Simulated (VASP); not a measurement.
# NiMoIrPdW (P-6m2) in VASP: relaxation of cell and atoms with PBE

Aim: the relaxation of cell and atoms of NiMoIrPdW with PBE.

Everything below comes from runs of VASP 6.6.1. Logs are shortened: lines on timing, memory, paths and dates and some standing lists are left out, and cuts for length are marked.

## Step 1: The crystal as given

Symmetry: P-6m2, No. 187, hexagonal system. The conventional cell has a = 5.013 Å, b = 5.013 Å, c = 4.103 Å, α = 90.00°, β = 90.00°, γ = 120.00°. Around Ni (site symmetry -6m2) lie 2 Pd at 2.05 Å. Mo (site symmetry -6m2) is surrounded by 3 Ni at 2.89 Å and 3 W at 2.89 Å. Around Pd (site symmetry -6m2) lie 2 Ni at 2.05 Å. Around Ir (site symmetry -6m2) lie 2 W at 2.05 Å. Around W (site symmetry -6m2) lie 2 Ir at 2.05 Å.

The cell was built by a generator and needn't be a form met in nature.

## Step 2: Relaxation of cell and atoms, PBE, collinear spin, ferromagnetic start

INCAR reads:

```
SYSTEM = NiMoIrPdW
  PREC = Normal
  ENCUT = 520
  EDIFF = 1E-4
  ISMEAR = 0
  SIGMA = 0.15
  LREAL = .False.
  LASPH = .True.
  NELM = 60
  ALGO = Fast
  ISIF = 3
  LWAVE = .False.
  LCHARG = .False.
  ISPIN = 2
  MAGMOM = 1 1 0 0.6 0
  LORBIT = 11
  LMAXMIX = 4
  GGA = PE
  IBRION = 2
  NSW = 24
  EDIFFG = -0.08
```

KPOINTS reads:

```
regular mesh
0
Gamma
  4 4 4
  0 0 0
```

POSCAR reads:

```
NiMoIrPdW
1.0
    5.0134756900      0.0000000000      0.0000000000
   -2.5067378400      4.3417973100      0.0000000000
    0.0000000000      0.0000000000      4.1034354900
Ni Mo Pd Ir W
1 1 1 1 1
Direct
    0.0000000000      0.0000000000      0.5000000000
    0.6666666700      0.3333333300      0.5000000000
    0.0000000000      0.0000000000      0.0000000000
    0.3333333300      0.6666666700      0.0000000000
    0.3333333300      0.6666666700      0.5000000000
```

Potentials or basis: VASP PAW PBE potentials, release 64 (Ni, Mo_sv, Pd, Ir, W_sv).

On the command line:

```
cat potpaw_PBE.64/Ni/POTCAR potpaw_PBE.64/Mo_sv/POTCAR potpaw_PBE.64/Pd/POTCAR potpaw_PBE.64/Ir/POTCAR potpaw_PBE.64/W_sv/POTCAR > POTCAR
mpirun -np 1 vasp_std > vasp.out
```

OUTCAR:

```text
SYSTEM = NiMoIrPdW
   PREC = Normal
   ENCUT = 520
   EDIFF = 1E-4
   ISMEAR = 0
   LREAL = .False.
   LASPH = .True.
   NELM = 60
   ISIF = 3
   ISPIN = 2
   LORBIT = 11
   GGA = PE
   IBRION = 2
   NSW = 24
   EDIFFG = -0.08

 ion  position               nearest neighbor table
   1  0.000  0.000  0.500-   3 2.05   3 2.05   5 2.89   2 2.89   5 2.89   2 2.89   2 2.89   5 2.89

   2  0.667  0.333  0.500-   1 2.89   5 2.89   5 2.89   1 2.89   1 2.89   5 2.89
   3  0.000  0.000  0.000-   1 2.05   1 2.05   4 2.89   4 2.89   4 2.89
   4  0.333  0.667  0.000-   5 2.05   5 2.05   3 2.89   3 2.89   3 2.89
   5  0.333  0.667  0.500-   4 2.05   4 2.05   1 2.89   2 2.89   2 2.89   1 2.89   1 2.89   2 2.89

  LATTYP: Found a hexagonal cell.
 ALAT       =     5.0134756900
 C/A-ratio  =     0.8184811783

  Lattice vectors:

 A1 = (   5.0134756900,   0.0000000000,   0.0000000000)
 A2 = (  -2.5067378400,   4.3417973100,   0.0000000000)
 A3 = (   0.0000000000,   0.0000000000,   4.1034354900)

Analysis of symmetry for initial positions (statically):
=====================================================================
 Subroutine PRICEL returns:
 Original cell was already a primitive cell.

 Routine SETGRP: Setting up the symmetry group for a
 hexagonal supercell.

 Subroutine GETGRP returns: Found 12 space group operations
 (whereof 12 operations were pure point group operations)
 out of a pool of 24 trial point group operations.

The static configuration has the point symmetry D_3h.

Analysis of symmetry for dynamics (positions and initial velocities):
=====================================================================
 Subroutine PRICEL returns:
 Original cell was already a primitive cell.

 Routine SETGRP: Setting up the symmetry group for a
 hexagonal supercell.

 Subroutine GETGRP returns: Found 12 space group operations
 (whereof 12 operations were pure point group operations)
 out of a pool of 24 trial point group operations.

The dynamic configuration has the point symmetry D_3h.

Analysis of structural, dynamic, and magnetic symmetry:
=====================================================================
 Subroutine PRICEL returns:
 Original cell was already a primitive cell.

 Routine SETGRP: Setting up the symmetry group for a
 hexagonal supercell.

 Subroutine GETGRP returns: Found 12 space group operations
 (whereof 12 operations were pure point group operations)
 out of a pool of 24 trial point group operations.
[... 148 lines left out ...]

  FORCE on cell =-STRESS in cart. coord.  units (eV):
  Direction    XX          YY          ZZ          XY          YZ          ZX
  --------------------------------------------------------------------------------------
  -------------------------------------------------------------------------------------
  Total      -11.1804971    -11.1804971     68.6067176     -0.0000000     -0.0000000     -0.0000000
  in kB     -200.5467488   -200.5467489   1230.6120259     -0.0000002     -0.0000000     -0.0000000
  external PRESSURE =     276.5061761 kB  Pullay stress =       0.0000000 kB
[... 28 lines left out ...]
 number of electron      56.9999698 magnetization      -0.0119455

 number of electron      56.9999698 magnetization       0.7740465

------------------------ aborting loop EDIFF was not reached (unconverged)  ----------------------------

  FORCE on cell =-STRESS in cart. coord.  units (eV):
  Direction    XX          YY          ZZ          XY          YZ          ZX
  --------------------------------------------------------------------------------------
  -------------------------------------------------------------------------------------
  Total       -6.8461264     -6.8461264    -27.7810187     -0.0000000      0.0000000      0.0000000
  in kB      -92.8387665    -92.8387665   -376.7320905     -0.0000001      0.0000000      0.0000000
  external PRESSURE =    -187.4698745 kB  Pullay stress =       0.0000000 kB
[... 61 lines left out ...]
  FREE ENERGIE OF THE ION-ELECTRON SYSTEM (eV)
  ---------------------------------------------------
  free  energy   TOTEN  =       -37.3308722849 eV

  energy  without entropy=      -37.2016077371  energy(sigma->0) =      -37.26624001

[... ionic steps 4 to 10 ...]

--------------------------------------- Ionic step       11  -------------------------------------------

 number of electron      57.0000061 magnetization      -0.0036177

------------------------ aborting loop because EDIFF is reached ----------------------------------------
[... 73 lines left out ...]
--------------------------------------- Ionic step       13  -------------------------------------------

 number of electron      57.0000014 magnetization      -0.0038000

 Free energy of the ion-electron system (eV)
  ---------------------------------------------------
  ext. energy  EPLUGINS =         0.00000000
  ---------------------------------------------------
  free energy    TOTEN  =       -38.87256107 eV

  energy without entropy =      -38.77931362  energy(sigma->0) =      -38.82593735

 E-fermi :   8.1955     XC(G=0): -12.2162

 val. band max:        8.1762176710   @ k =   0.2500   0.2500   0.5000
 cond. band min:       8.2220317106   @ k =   0.5000   0.0000   0.0000
 fundamental gap:      0.0458140396
 Fermi energy:         8.1954567493

 spin component 1

 k-point     1 :       0.0000    0.0000    0.0000
  band No.  band energies     occupation
      1     -65.6227      1.00000
      2     -52.7026      1.00000
      3     -29.9907      1.00000
      4     -29.9220      1.00000
      5     -29.9220      1.00000
      6     -26.9436      1.00000
[... 445 lines left out ...]
     34       9.7748      0.00000
     35      10.4426      0.00000
 Fermi energy:         8.1954567493

 spin component 2

 k-point     1 :       0.0000    0.0000    0.0000
  band No.  band energies     occupation
      1     -65.6228      1.00000
      2     -52.7034      1.00000
      3     -29.9907      1.00000
      4     -29.9223      1.00000
      5     -29.9223      1.00000
      6     -26.9445      1.00000
[... 477 lines left out ...]
  FREE ENERGIE OF THE ION-ELECTRON SYSTEM (eV)
  ---------------------------------------------------
  free  energy   TOTEN  =       -38.8725610715 eV

  energy  without entropy=      -38.7793136239  energy(sigma->0) =      -38.82593735

 reached required accuracy - stopping structural energy minimisation

 total charge

# of ion       s       p       d       tot
------------------------------------------
    1        0.532   0.489   8.386   9.408
    2        2.301   6.108   3.999  12.408
    3        0.496   0.471   8.449   9.416
    4        0.715   0.506   7.015   8.236
    5        2.480   6.258   3.469  12.207
--------------------------------------------------
tot          6.523  13.832  31.319  51.674

 magnetization (x)

# of ion       s       p       d       tot
------------------------------------------
    1        0.000   0.000  -0.002  -0.002
    2       -0.000  -0.000  -0.001  -0.001
    3        0.000   0.000  -0.000  -0.000
    4        0.000  -0.000  -0.000  -0.000
    5       -0.000  -0.000  -0.000  -0.000
--------------------------------------------------
tot         -0.000  -0.000  -0.004  -0.004
```

CONTCAR:

```text
NiMoIrPdW
   1.00000000000000
     4.4828400020077206   -0.0000000005707412   -0.0000000000000000
    -2.2414199970273461    3.8822533239638601    0.0000000000000000
    -0.0000000000000000   -0.0000000000000000    4.9363033608438913
  Ni              Mo              Pd              Ir              W
     1     1     1     1     1
Direct
     0.0000000000000000    0.0000000000000000    0.5000000000000000
     0.6666666699999979    0.3333333300000021    0.5000000000000000
     0.0000000000000000    0.0000000000000000    0.0000000000000000
     0.3333333300000021    0.6666666699999979    0.0000000000000000
     0.3333333300000021    0.6666666699999979    0.5000000000000000

  0.00000000E+00  0.00000000E+00  0.00000000E+00
  0.00000000E+00  0.00000000E+00  0.00000000E+00
  0.00000000E+00  0.00000000E+00  0.00000000E+00
  0.00000000E+00  0.00000000E+00  0.00000000E+00
  0.00000000E+00  0.00000000E+00  0.00000000E+00
```

Wall time 6.4 min (1 thread of Intel Xeon 6975P-C (Granite Rapids), shared host); peak memory 0.23 GiB.

Results:

| Quantity | Value |
| --- | --- |
| Free energy | -38.8726 eV |
| Relaxed volume | 17.18 Å³/atom |
| Relaxed cell | a = 4.483 Å, b = 4.483 Å, c = 4.936 Å, α = 90.00°, β = 90.00°, γ = 120.00° |
| Space group after relaxing (to 0.05 Å) | P-6m2 (No. 187) |
| Energy gained by relaxing | 1387.5 meV/atom |
| Ionic steps | 13 |
| Pressure after relaxing | 0.2 GPa |
| Band gap on the k mesh | none (metal or under the smearing width) |
| Net moment | 0.00 μB per cell |
| Valence electrons inside the program's atomic spheres | Ni 9.41; Mo 12.41; Pd 9.42; Ir 8.24; W 12.21 |

Stress tensor (GPa, compression positive):
```
 0.28  0.00  0.00
 0.00  0.28  0.00
 0.00  0.00 -0.09
```

The path:
```tsv
step	energy change (eV)	largest force (eV/Å)	pressure (GPa)	volume (Å³)
1	0.0000	0.0000	27.65	89.32
2	-1.6670	0.0000	-18.75	118.15
3	-5.3958	0.0000	-21.86	104.23
4	-5.6381	0.0000	-20.67	102.56
5	-5.6957	0.0000	-17.11	100.00
6	-5.7142	0.0000	-18.10	100.58
7	-5.8596	0.0000	27.36	77.12
8	-6.9269	0.0000	-1.81	87.12
9	-6.9283	0.0000	-2.30	86.86
10	-6.6980	0.0000	9.66	81.92
11	-6.9283	0.0000	-0.96	86.52
12	-6.9334	0.0000	0.87	85.50
13	-6.9375	0.0000	0.16	85.91
```

Final structure:
```
Ni Mo Pd Ir W
1.0
     4.48284    0.00000    0.00000
    -2.24142    3.88225    0.00000
     0.00000    0.00000    4.93630
Ni Mo Pd Ir W
1 1 1 1 1
Cartesian
  0.0000 0.0000 2.4682
  2.2414 1.2941 2.4682
  0.0000 0.0000 0.0000
  0.0000 2.5882 0.0000
  0.0000 2.5882 2.4682
```

Caveat: the k mesh is coarse (spacing up to 0.38 Å⁻¹), so the values aren't converged; the relaxation stopped at a loose force limit of 0.08 eV/Å, so its end isn't a converged minimum.
